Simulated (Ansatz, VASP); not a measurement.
# ScF3 in VASP and in Ansatz

```
Sc F
1.0
     4.01245   -0.04012   -0.04012
    -0.04012    4.01245   -0.04012
    -0.04012   -0.04012    4.01245
Sc F
1 3
Direct
  0.00000 0.00000 0.00000
  0.50000 0.00000 0.00000
  0.00000 0.50000 0.00000
  0.00000 0.00000 0.50000
```

Change from the starting cell: equal xy, yz and zx shear strains of -2 %.

Alike in both runs: task single point; functional LDA; k mesh 6 × 6 × 6; occupations fermi-dirac, width 0.02 eV; no spin polarisation.

|  | VASP | Ansatz |
| --- | --- | --- |
| version | VASP 6.6.1 | Ansatz 0.2.0 |
| potentials or method | VASP PAW LDA potentials, release 64 (Sc_sv, F), cutoff 520 eV | all-electron LAPW, scalar-relativistic |

|  | VASP | Ansatz | Ansatz less VASP |
| --- | --- | --- | --- |
| gap on the k mesh at the Fermi level (eV) | 6.17 | 6.19 | +0.026 |
| pressure (GPa) | -2.3 | -2.9 | -0.59 |
| largest component of the traceless stress (GPa) | 0.36 | 0.38 | +0.016 |

Ansatz ran all-electron here, so the differences hold the error of VASP's frozen core and of both bases.

A k mesh can miss the band edges.
